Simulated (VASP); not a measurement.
Input:

```xyz
2
Lattice="0.0000 2.9532 2.9532 2.9532 0.0000 2.9532 2.9532 2.9532 0.0000" Properties=species:S:1:pos:R:3 pbc="T T T"
Mg     0.0000     0.0000     0.0000
Te     2.9532     2.9532     2.9532
```

Calculation: PBEsol GGA, VASP's PBE PAW potentials (set 64) (plane waves; VASP). Run with 400 eV cut-off, Gaussian smearing of 0.050 eV, potentials Mg Te.

Unless said otherwise, spin-orbit coupling is left out, though it shifts the bands of the heavy elements here.

Give the energies of bands 2 to 7 at the high-symmetry points, in eV from the valence-band maximum.

```
band      Γ      X      U      L      W
----  -----  -----  -----  -----  -----
2     -0.01  -4.24  -3.79  -4.99  -3.36
3     -0.01  -1.89  -3.50  -0.54  -3.36
4     -0.01  -1.89  -1.51  -0.54  -2.83
5      2.24   0.43   1.71   3.10   3.31
6      5.93   2.94   5.15   4.41   5.28
7      5.93  10.15   7.16   4.41   6.34
```

The gap is indirect, 0.43 eV, from the valence maximum at K-Γ at 0.86 to the conduction minimum at X.

The structure comes from a computed database's MgTe entry (Fm-3m); how it stands against other phases isn't given here. It was relaxed first.
